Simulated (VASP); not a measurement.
Output of a VASP run:

OSZICAR:
```
...
DAV:   9    -0.147811297697E+01   -0.37943E-04   -0.22729E-05  3480   0.575E-02    0.381E-02
DAV:  10    -0.147815441093E+01   -0.41434E-04   -0.35571E-05  2976   0.666E-02    0.392E-03
DAV:  11    -0.147815434830E+01    0.62628E-07   -0.37720E-08  2064   0.215E-03
   1 F= -.14781543E+01 E0= -.14779856E+01  d E =-.147815E+01
       N       E                     dE             d eps       ncg     rms          rms(c)
DAV:   1    -0.248674571339E+01   -0.10086E+01   -0.20657E+01  2696   0.613E+01    0.852E+00
DAV:   2    -0.158898689457E+01    0.89776E+00   -0.23347E+00  2792   0.208E+01    0.268E+00
DAV:   3    -0.151868133344E+01    0.70306E-01   -0.12210E-01  2984   0.421E+00    0.230E+00
DAV:   4    -0.150012207990E+01    0.18559E-01   -0.13359E-02  2848   0.101E+00    0.409E-01
DAV:   5    -0.149976620155E+01    0.35588E-03   -0.96263E-04  3144   0.276E-01    0.857E-02
DAV:   6    -0.149982059285E+01   -0.54391E-04   -0.10478E-04  3032   0.103E-01    0.240E-02
DAV:   7    -0.149981904590E+01    0.15470E-05   -0.13997E-05  2992   0.495E-02    0.463E-03
DAV:   8    -0.149981911825E+01   -0.72350E-07   -0.15914E-07  1496   0.364E-03
   2 F= -.14998191E+01 E0= -.14997206E+01  d E =-.216648E-01
       N       E                     dE             d eps       ncg     rms          rms(c)
DAV:   1    -0.150235746420E+01   -0.25384E-02   -0.50286E-02  2712   0.293E+00    0.366E-01
DAV:   2    -0.150002277113E+01    0.23347E-02   -0.66014E-03  2744   0.110E+00    0.108E-01
DAV:   3    -0.149987734336E+01    0.14543E-03   -0.30301E-04  3048   0.197E-01    0.887E-02
DAV:   4    -0.149985334083E+01    0.24003E-04   -0.34079E-05  2800   0.471E-02    0.667E-03
DAV:   5    -0.149985363070E+01   -0.28987E-06   -0.11890E-06  2176   0.126E-02
   3 F= -.14998536E+01 E0= -.14997389E+01  d E =-.216993E-01
       N       E                     dE             d eps       ncg     rms          rms(c)
DAV:   1    -0.150020078454E+01   -0.34744E-03   -0.72661E-03  2704   0.111E+00    0.139E-01
DAV:   2    -0.149985880386E+01    0.34198E-03   -0.95336E-04  2744   0.418E-01    0.420E-02
DAV:   3    -0.149983857764E+01    0.20226E-04   -0.43974E-05  3056   0.752E-02    0.345E-02
DAV:   4    -0.149983785940E+01    0.71824E-06   -0.51077E-06  2344   0.183E-02
   4 F= -.14998379E+01 E0= -.14997162E+01  d E =-.216835E-01
       N       E                     dE             d eps       ncg     rms          rms(c)
DAV:   1    -0.150114954580E+01   -0.13110E-02   -0.50970E-02  2848   0.211E+00    0.182E-01
DAV:   2    -0.150032822493E+01    0.82132E-03   -0.82784E-04  2872   0.402E-01    0.941E-02
DAV:   3    -0.150001364749E+01    0.31458E-03   -0.35991E-04  2872   0.189E-01    0.390E-02
DAV:   4    -0.149999161625E+01    0.22031E-04   -0.68293E-05  3112   0.845E-02    0.165E-02
DAV:   5    -0.149999143653E+01    0.17972E-06   -0.47015E-06  2816   0.266E-02
   5 F= -.14999914E+01 E0= -.14998866E+01  d E =-.153577E-03
       N       E                     dE             d eps       ncg     rms          rms(c)
DAV:   1    -0.150007286152E+01   -0.81245E-04   -0.29419E-03  2848   0.507E-01    0.426E-02
DAV:   2    -0.150002606920E+01    0.46792E-04   -0.45863E-05  2864   0.955E-02    0.225E-02
DAV:   3    -0.150000814312E+01    0.17926E-04   -0.20802E-05  2888   0.454E-02    0.933E-03
DAV:   4    -0.150000730063E+01    0.84250E-06   -0.38493E-06  2904   0.201E-02
   6 F= -.15000073E+01 E0= -.14999009E+01  d E =-.169441E-03
```

**OUTCAR**
```
------------------------ aborting loop because EDIFF is reached ----------------------------------------
  FORCE on cell =-STRESS in cart. coord.  units (eV):
  Direction    XX          YY          ZZ          XY          YZ          ZX
  --------------------------------------------------------------------------------------
  Total        0.0168787      0.0168787     -0.0166825      0.0000000      0.0000000      0.0000000
  in kB        0.5937073      0.5937074     -0.5868042      0.0000000      0.0000000      0.0000000
  external PRESSURE =       0.2002035 kB  Pullay stress =       0.0000000 kB
  volume of cell :       45.55
      direct lattice vectors                 reciprocal lattice vectors
     3.045131411  0.000000000  0.000000000     0.328393053  0.189597795 -0.000000000
    -1.522565705  2.637161476  0.000000000    -0.000000000  0.379195589 -0.000000000
     0.000000000  0.000000000  5.671977971     0.000000000 -0.000000000  0.176305339
 POSITION                                       TOTAL-FORCE (eV/Angst)
 -----------------------------------------------------------------------------------
      1.52257      0.87905      4.25398        -0.000000      0.000000      0.000000
     -0.00000      1.75811      1.41799         0.000000     -0.000000     -0.000000
 -----------------------------------------------------------------------------------
    total drift:                               -0.000179      0.000104      0.000002
  FREE ENERGIE OF THE ION-ELECTRON SYSTEM (eV)
  ---------------------------------------------------
  free  energy   TOTEN  =        -1.5000073006 eV

  energy  without entropy=       -1.4996882121  energy(sigma->0) =       -1.49990094

 reached required accuracy - stopping structural energy minimisation
```
(Selected blocks of OUTCAR.)

### POSCAR
```
Cd
1
    2.9800000000     0.0000000000     0.0000000000
   -1.4900000000     2.5807560000     0.0000000000
    0.0000000000     0.0000000000     5.6200000000
Cd
2
Direct
  0.6666670000   0.3333330000   0.7500000000
  0.3333330000   0.6666670000   0.2500000000
```

Task: Reconstruct the remaining input files.

Result: One answer among several that fit: the input of the run itself, PBE GGA, plane waves, VASP's PBE PAW potentials (set 64).

File KPOINTS:
```
Automatic mesh
0
Gamma
13 13 6
0 0 0
```

**INCAR**
```
SYSTEM = Cd
PREC = Accurate
ENCUT = 480
EDIFF = 1E-6
NELM = 100
ALGO = Normal
LREAL = .FALSE.
LASPH = .TRUE.
ISMEAR = 1
SIGMA = 0.1
GGA = PE
LMAXMIX = 4
LWAVE = .FALSE.
LCHARG = .FALSE.
IBRION = 2
ISIF = 3
NSW = 60
EDIFFG = -0.01
```

POTCAR, in this order: Cd (PBE.64 set). Program: vasp_std.

Energy and stress use the plane-wave basis of the starting cell.

The compound is Cd in the hcp structure. This run relaxes it. Symmetry was kept, so distortions that lower it aren't found.
